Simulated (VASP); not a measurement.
Data:

```
CELL_PARAMETERS angstrom
      0.00000     2.90242     2.90242
      2.90242     0.00000     2.90242
      2.90242     2.90242     0.00000
ATOMIC_POSITIONS crystal
  Pb 0.00000 0.00000 0.00000
  F  0.25000 0.25000 0.25000
  F  0.75000 0.75000 0.75000
```

The numbers are results of revTPSS meta-GGA, VASP's PBE PAW potentials (set 64) (plane waves; VASP), not measurements. Run with 520 eV cut-off, 7×7×7 Γ-centred mesh, Gaussian smearing of 0.050 eV, potentials Pb_d F.

Task: Give the stress tensor in GPa (positive for a compressed cell).

Result: 
```
5.56  0.00  0.00
0.00  5.56  0.00
0.00  0.00  5.56
```
The pressure is its mean diagonal, 5.56 GPa.

The compound is PbF2 in the fluorite structure, the β form. This cell is one point of a volume scan, at 0.94 of the reference volume.
